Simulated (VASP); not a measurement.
Data:

```
BaTe
1.0
    0.00000     3.92887     3.92887
    3.92887     0.00000     3.92887
    3.92887     3.92887     0.00000
Ba Te
1 1
Cartesian
  0.00000   0.00000   0.00000
  1.96443   1.96443   1.96443
```

All values below come from PBE GGA, VASP's PBE PAW potentials (set 64) (plane waves; VASP). Run with 400 eV cut-off, Gaussian smearing of 0.050 eV, potentials Ba_sv Te.

Unless said otherwise, spin-orbit coupling is left out, though it shifts the bands of the heavy elements here.

Problem. Give the energies of bands 6 to 11 at the high-symmetry points, in eV from the valence-band maximum.

Solution. 
```tsv
band	Γ	X	U	L	W
6	-0.42	-0.95	-0.74	-0.69	-0.56
7	-0.42	0.00	-0.23	-0.24	-0.47
8	-0.42	0.00	-0.07	-0.24	0.00
9	2.56	2.92	2.97	3.98	2.92
10	4.11	3.89	3.98	4.31	3.75
11	4.11	4.95	4.32	4.31	4.69
```

The gap is indirect, 2.56 eV, from the valence maximum at W to the conduction minimum at Γ.

The structure was generated: BaTe was put into the zinc blende type (F-43m), which need not be its known phase. It was relaxed first, which changed the volume by -10 %.
